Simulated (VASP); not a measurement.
All values below come from LDA (Ceperley-Alder, Perdew-Zunger), VASP's LDA PAW potentials (set 64) (plane waves; VASP).

Input for VASP

### INCAR
```
# general
SYSTEM =C
PREC   =Accurate
ENCUT  =620
LREAL  =.FALSE.
LASPH  =.TRUE.

# electronic loop
EDIFF  =1E-6
NELM   =100
ALGO   =Normal

# smearing
ISMEAR =0
SIGMA  =0.05

# ions
IBRION =2
NSW    =40
ISIF   =3
EDIFFG =-0.02
PSTRESS=450

# output
LWAVE  =.FALSE.
LCHARG =.FALSE.
```

File KPOINTS:
```
Automatic mesh
0
Gamma
13 13 13
0 0 0
```

### POSCAR
```
C
1
    0.0000000000     1.7188415769     1.7188415769
    1.7188415769    -0.0000000000     1.7188415769
    1.7188415769     1.7188415769     0.0000000000
C
2
Direct
  0.0000000000   0.0000000000   0.0000000000
  0.2500000000   0.2500000000   0.2500000000
```

POTCAR, in this order: C (LDA.64 set). Program: vasp_std.

The run wrote:

File OSZICAR:
```
       N       E                     dE             d eps       ncg     rms          rms(c)
DAV:   1     0.208408234233E-01    0.20841E-01   -0.58925E+03  1392   0.116E+03
DAV:   2    -0.210654952796E+02   -0.21086E+02   -0.20563E+02  2088   0.123E+02
DAV:   3    -0.211987862985E+02   -0.13329E+00   -0.13329E+00  1456   0.128E+01
DAV:   4    -0.211989599389E+02   -0.17364E-03   -0.17364E-03  1920   0.505E-01
DAV:   5    -0.211989599950E+02   -0.56144E-07   -0.56144E-07  1440   0.599E-03    0.653E+00
DAV:   6    -0.204073196664E+02    0.79164E+00   -0.63985E-01  1392   0.638E+00    0.381E+00
DAV:   7    -0.201348236943E+02    0.27250E+00   -0.69919E-01  1600   0.665E+00    0.904E-01
DAV:   8    -0.201340683899E+02    0.75530E-03   -0.25605E-03  1368   0.648E-01    0.251E-02
DAV:   9    -0.201340657606E+02    0.26294E-05   -0.14900E-05  1688   0.409E-02    0.233E-02
DAV:  10    -0.201340666111E+02   -0.85056E-06   -0.44739E-07  1360   0.809E-03
   1 F= -.17281476E+02 E0= -.17281476E+02  d E =-.172815E+02
```

OUTCAR:
```
------------------------ aborting loop because EDIFF is reached ----------------------------------------
  FORCE on cell =-STRESS in cart. coord.  units (eV):
  Direction    XX          YY          ZZ          XY          YZ          ZX
  --------------------------------------------------------------------------------------
  Total        2.8407655      2.8407655      2.8407655      0.0000000     -0.0000000      0.0000000
  in kB      448.1345429    448.1345429    448.1345429      0.0000000     -0.0000000      0.0000000
  external PRESSURE =      -1.8654571 kB  Pullay stress =     450.0000000 kB
  volume of cell :       10.16
      direct lattice vectors                 reciprocal lattice vectors
     0.000000000  1.718841577  1.718841577    -0.290893592  0.290893592  0.290893592
     1.718841577  0.000000000  1.718841577     0.290893592 -0.290893592  0.290893592
     1.718841577  1.718841577  0.000000000     0.290893592  0.290893592 -0.290893592
 POSITION                                       TOTAL-FORCE (eV/Angst)
 -----------------------------------------------------------------------------------
      0.00000      0.00000      0.00000        -0.000000      0.000000     -0.000000
      0.85942      0.85942      0.85942         0.000000     -0.000000      0.000000
 -----------------------------------------------------------------------------------
    total drift:                                0.000000      0.000000      0.000000
  FREE ENERGIE OF THE ION-ELECTRON SYSTEM (eV)
  ---------------------------------------------------
  free  energy   TOTEN  =       -20.1340666111 eV

  energy  without entropy=      -20.1340666111  energy(sigma->0) =      -20.13406661
  enthalpy is  TOTEN    =       -17.2814758074 eV   P V=        2.8525908038

 reached required accuracy - stopping structural energy minimisation
```
(Selected blocks of OUTCAR.)

The compound is C in the diamond structure. It was relaxed first under an external pressure of 45 GPa.
